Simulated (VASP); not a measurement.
Input of a VASP 6.6.1 run:

File INCAR:

```
SYSTEM = H14SO6
ALGO = Fast
EDIFF = 1E-6
ENCUT = 520
GGA = PE
ISIF = 2
ISMEAR = -1
IVDW = 12
LASPH = .TRUE.
LCHARG = .FALSE.
LREAL = Auto
LWAVE = .FALSE.
NBANDS = 44
NELM = 60
PREC = Accurate
SIGMA = 0.05
```

Contents of KPOINTS:

```
k-points
0
G
  1 1 1
  0 0 0
```

File POSCAR:

```
H14SO6
1.0
    6.2144650000      0.0000000000      0.0000000000
    0.0000000000      6.2144650000      0.0000000000
    0.0000000000      0.0000000000      6.2144650000
O H S
6 14 1
Direct
    0.6702588236      0.0174914494      0.3732742883
    0.4981764319      0.7142690481      0.9382464943
    0.6321541758      0.3964138506      1.1428336953
    1.1669548384      0.5306329668      0.5985229622
    0.2070652904      0.8078893356      0.2228027674
    0.4885537210      0.2972419991      0.6035113240
    0.5469014630      0.0552420844      0.4690991099
    0.5950954748     -0.0167029664      0.2405677721
    0.5060290789      0.5782155021      1.0103524599
    0.4549546904      0.6870261559      0.7980896183
    0.6021435474      0.3269468892      1.2725793773
    0.6881847432      0.3160851336      1.0154212792
    1.1096691348      0.5977344792      0.4718668461
    1.1297030396      0.3783752906      0.5908634130
    0.2931708522      0.7919587607      0.0777218956
    0.1499083187      0.9469198073      0.2413240721
    0.6346161737      0.3469164280      0.6092077114
    0.4018688656      0.4100111594      0.5494117354
    0.2209683376      1.2114156247      0.9134012341
    0.1443245718      0.9140931681      0.8378355981
    0.0505111864      1.1113265583      0.8250750467
```

Potentials or basis: VASP PAW PBE potentials, release 64 (O, H, S).

Command:

```console
$ cat potpaw_PBE.64/O/POTCAR potpaw_PBE.64/H/POTCAR potpaw_PBE.64/S/POTCAR > POTCAR
$ mpirun -np 1 vasp_gam > vasp.out
```

Q: Predict the largest force.

A: 3.833 eV/Å.

Q: Estimate the pressure.

A: 3.4 GPa.

Q: Estimate the band gap on the k mesh.

A: 3.95 eV, direct.

Q: What does it give for the dispersion energy per atom?

A: -0.037 eV.

Forces on the atoms (eV/Å):
```
O   -0.532 -0.291  0.314
O    0.117  2.494  0.969
O    0.546  1.821 -3.328
O    0.045  0.211  0.493
O    1.263 -1.969 -0.962
O    1.155 -1.763  1.060
H    0.807 -0.107 -0.300
H    0.184 -0.525 -0.248
H    0.542 -1.401  1.080
H   -0.820 -0.431 -2.555
H    0.095 -2.157  1.281
H   -0.296 -0.209  1.961
H   -0.229  0.721 -1.024
H   -0.499 -0.246  0.144
H   -0.622  0.341  1.814
H   -0.732  1.448 -0.160
H    0.659  0.174 -0.047
H   -1.223  1.813 -0.352
H    0.074 -0.008  0.032
H   -0.268  0.283 -0.161
S   -0.268 -0.201 -0.011
```

Expect the measured gap to be larger: semilocal functionals such as PBE lack the derivative discontinuity.
